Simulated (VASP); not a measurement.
A convergence study with VASP on BN (zinc blende): one setting is varied, all else stays as given below, so the limit is that of these other settings. Each run relaxes cell and ions from the cell shown.

```
BN
1.0
    0.00000     1.80750     1.80750
    1.80750     0.00000     1.80750
    1.80750     1.80750     0.00000
B N
1 1
Direct
  0.00000   0.00000   0.00000
  0.25000   0.25000   0.25000
```

All values below come from PBEsol GGA, VASP's PBE PAW potentials (set 64) (plane waves; VASP 6.6.1). The tightest run used: 700 eV cut-off, 17×17×17 Γ-centred mesh, Gaussian smearing of 0.050 eV, potentials B N.

Gaps are read on the run's mesh, which can miss a band edge.

Question: The settings run are 2×2×2 mesh; 3×3×3 mesh; 4×4×4 mesh; 5×5×5 mesh; 6×6×6 mesh; 7×7×7 mesh; 8×8×8 mesh; 9×9×9 mesh; 11×11×11 mesh; 12×12×12 mesh; 13×13×13 mesh; 14×14×14 mesh; 15×15×15 mesh; 16×16×16 mesh; 17×17×17 mesh. From which on does the relaxed volume stay within 0.1 Å³/atom of the tightest run?

Answer: From 3×3×3 mesh on: it is off by 0.052 there and by no more than 0.1 in any finer run, while 2×2×2 mesh is off by 0.357.
```csv
setting,relaxed volume (Å³/atom),E (eV/atom),gap on the mesh (eV),irreducible k-points,difference judged (Å³/atom)
2×2×2 mesh,6.222,-7.9763,3.810,3,0.357
3×3×3 mesh,5.917,-8.9857,5.440,4,0.052
4×4×4 mesh,5.876,-9.1389,4.254,8,0.011
5×5×5 mesh,5.867,-9.1689,4.776,10,0.002
6×6×6 mesh,5.866,-9.1755,4.281,16,0.001
7×7×7 mesh,5.865,-9.1771,4.543,20,0.000
8×8×8 mesh,5.865,-9.1774,4.283,29,0.000
9×9×9 mesh,5.865,-9.1775,4.442,35,0.000
11×11×11 mesh,5.865,-9.1776,4.390,56,0.000
12×12×12 mesh,5.865,-9.1776,4.283,72,0.000
13×13×13 mesh,5.865,-9.1776,4.360,84,0.000
14×14×14 mesh,5.865,-9.1776,4.283,104,0.000
15×15×15 mesh,5.865,-9.1776,4.341,120,0.000
16×16×16 mesh,5.865,-9.1776,4.283,145,0.000
17×17×17 mesh,5.865,-9.1776,4.328,165,0.000
```

Left out are rungs that failed or repeat a setting and relaxations that didn't move; long series are thinned to 24 rows.

The compound is BN in the zinc blende structure.
